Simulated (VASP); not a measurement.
Computed with AM05 GGA, VASP's PBE PAW potentials (set 64) (plane waves; VASP).

A VASP calculation is set up with these files.

File KPOINTS:
```
Automatic
0
G
  7 7 3
```

INCAR:
```
LCHARG = .TRUE.
ENCUT = 520   ! plane-wave cut-off (eV)
LMAXMIX = 4
SYSTEM = MgI2
LREAL = .FALSE.   ! projection in real space or not
NEDOS = 601   ! DOS grid
ISMEAR = -5   ! tetrahedra, Bloechl
LEFG = .TRUE.
LASPH = .TRUE.   ! aspherical one-centre terms
GGA = AM   ! AM05
LORBIT = 11   ! lm-projected
ISIF = 2   ! forces and stress, cell fixed
LWAVE = .FALSE.
EDIFF = 1E-7
NELM = 100   ! most electronic steps
ALGO = Normal
PREC = Accurate
```

### POSCAR
```
MgI2
4.1638350
  0.5000000866  -0.8660254508   0.0000000000
  0.5000000866   0.8660254508   0.0000000000
  0.0000000000   0.0000000000   2.0989722814
Mg I
1 2
direct
  0.0000000000   1.0000000000   0.0000000000
  0.3333330000   0.6666670000   0.1900677463
  0.6666670000   0.3333330000   0.8099322537
```

POTCAR, in this order: Mg I (PBE.64 set). Program: vasp_std.

What VASP printed:

OSZICAR:
```
       N       E                     dE             d eps       ncg     rms          rms(c)
DAV:   1     0.850043370674E+02    0.85004E+02   -0.56029E+03   480   0.101E+03
DAV:   2    -0.839499017738E+00   -0.85844E+02   -0.81009E+02   748   0.151E+02
DAV:   3    -0.783590034945E+01   -0.69964E+01   -0.69741E+01   616   0.513E+01
DAV:   4    -0.799857293940E+01   -0.16267E+00   -0.16263E+00   624   0.956E+00
DAV:   5    -0.800195003995E+01   -0.33771E-02   -0.33769E-02   624   0.148E+00    0.394E+00
DAV:   6    -0.785568388947E+01    0.14627E+00   -0.16826E-01   524   0.223E+00    0.260E+00
DAV:   7    -0.782375796870E+01    0.31926E-01   -0.15790E-01   532   0.220E+00    0.700E-01
DAV:   8    -0.782179307519E+01    0.19649E-02   -0.11711E-02   556   0.648E-01    0.268E-01
DAV:   9    -0.782195609904E+01   -0.16302E-03   -0.10202E-03   604   0.255E-01    0.959E-02
DAV:  10    -0.782194374499E+01    0.12354E-04   -0.38900E-05   600   0.514E-02    0.359E-02
DAV:  11    -0.782196698600E+01   -0.23241E-04   -0.28635E-05   520   0.373E-02    0.216E-02
DAV:  12    -0.782197126545E+01   -0.42794E-05   -0.22616E-06   608   0.111E-02    0.154E-02
DAV:  13    -0.782197384541E+01   -0.25800E-05   -0.22861E-06   524   0.109E-02    0.167E-02
DAV:  14    -0.782197351777E+01    0.32764E-06   -0.19521E-07   480   0.290E-03    0.809E-03
DAV:  15    -0.782197335988E+01    0.15789E-06   -0.81203E-08   380   0.163E-03    0.259E-03
DAV:  16    -0.782197330460E+01    0.55285E-07   -0.34412E-08   392   0.138E-03
   1 F= -.78219733E+01 E0= -.78219733E+01  d E =0.000000E+00
```

OUTCAR:
```
------------------------ aborting loop because EDIFF is reached ----------------------------------------
  FORCE on cell =-STRESS in cart. coord.  units (eV):
  Direction    XX          YY          ZZ          XY          YZ          ZX
  --------------------------------------------------------------------------------------
  Total       -0.0021630     -0.0021630      0.0457273     -0.0000000      0.0000000      0.0000000
  in kB       -0.0264091     -0.0264091      0.5583008     -0.0000000      0.0000000      0.0000000
  external PRESSURE =       0.1684942 kB  Pullay stress =       0.0000000 kB
  volume of cell :      131.23
      direct lattice vectors                 reciprocal lattice vectors
     2.081917860 -3.605987083  0.000000000     0.240163173 -0.138658289  0.000000000
     2.081917860  3.605987083  0.000000000     0.240163173  0.138658289  0.000000000
     0.000000000  0.000000000  8.739774249     0.000000000  0.000000000  0.114419431
 POSITION                                       TOTAL-FORCE (eV/Angst)
 -----------------------------------------------------------------------------------
      0.00000      0.00000      0.00000         0.000000      0.000000     -0.000000
      2.08192      1.20200      1.66115        -0.000000     -0.000000     -0.000967
      2.08192     -1.20200      7.07863         0.000000      0.000000      0.000967
 -----------------------------------------------------------------------------------
    total drift:                               -0.000000     -0.000000      0.000000
  FREE ENERGIE OF THE ION-ELECTRON SYSTEM (eV)
  ---------------------------------------------------
  free  energy   TOTEN  =        -7.8219733046 eV

  energy  without entropy=       -7.8219733046  energy(sigma->0) =       -7.82197330

 total charge

# of ion       s       p       d       tot
------------------------------------------
    1        0.137   0.111   0.028   0.276
    2        1.500   2.820   0.012   4.332
    3        1.500   2.820   0.012   4.332
--------------------------------------------------
tot          3.137   5.752   0.052   8.940

 Electric field gradients after diagonalization (V/A^2)
 (convention: |V_zz| > |V_xx| > |V_yy|)
----------------------------------------------------------------------
 ion       V_xx      V_yy      V_zz     asymmetry (V_yy - V_xx)/ V_zz
----------------------------------------------------------------------
   1      -0.147    -0.147     0.294       0.000
   2      26.586    26.585   -53.171       0.000
   3      26.586    26.585   -53.171       0.000
```
(Selected blocks of OUTCAR.)

Without a dispersion term in the relaxation, distances and binding between the weakly bound layers, chains or molecules are unreliable, and so is what depends on them.

The compound is MgI2 in the 1T layered structure. It was relaxed first, which changed the volume by +28 %.
